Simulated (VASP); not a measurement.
Consider the following.

```yaml
crystal:
  lattice:
    - [1.87800, -3.25280, 0.00000]
    - [1.87800, 3.25280, 0.00000]
    - [0.00000, 0.00000, 4.89514]
  atoms:
    - { symbol: Pt, position: [0.00000, 0.00000, 0.00000] }
    - { symbol: Se, position: [0.33333, 0.66667, 0.25983] }
    - { symbol: Se, position: [0.66667, 0.33333, 0.74017] }
```

All values below come from PBEsol GGA, VASP's PBE PAW potentials (set 64) (plane waves; VASP). Settings: 400 eV cut-off, Gaussian smearing of 0.050 eV, potentials Pt Se.

Without a dispersion term in the relaxation, distances and binding between the weakly bound layers, chains or molecules are unreliable, and so is what depends on them.

**Question.** Give the energies of bands 3 to 14 at the high-symmetry points, in eV from the Fermi level.

**Answer.** 
```
band      Γ      M      K      A      L      H
----  -----  -----  -----  -----  -----  -----
3     -7.26  -7.31  -7.05  -6.35  -7.71  -6.55
4     -6.43  -5.72  -6.11  -6.35  -6.11  -6.55
5     -6.43  -5.30  -6.11  -5.22  -6.01  -6.21
6     -3.96  -4.04  -4.72  -4.01  -4.82  -4.46
7     -3.96  -3.89  -4.72  -4.01  -3.51  -4.46
8     -2.58  -3.75  -3.76  -3.03  -3.49  -4.45
9     -1.10  -3.47  -2.49  -1.78  -3.22  -3.61
10    -1.10  -3.40  -1.83  -1.71  -2.78  -2.58
11     0.63  -3.02  -1.83  -1.71  -1.26  -2.58
12     1.14   0.45  -0.12   2.25   0.66   2.15
13     1.14   2.38  -0.12   2.25   1.38   2.15
14     3.22   4.80   3.81   4.76   4.67   6.46
```

It has no gap at this level: it comes out as a metal or semimetal.

The compound is PtSe2 in the 1T layered structure. It was relaxed first.
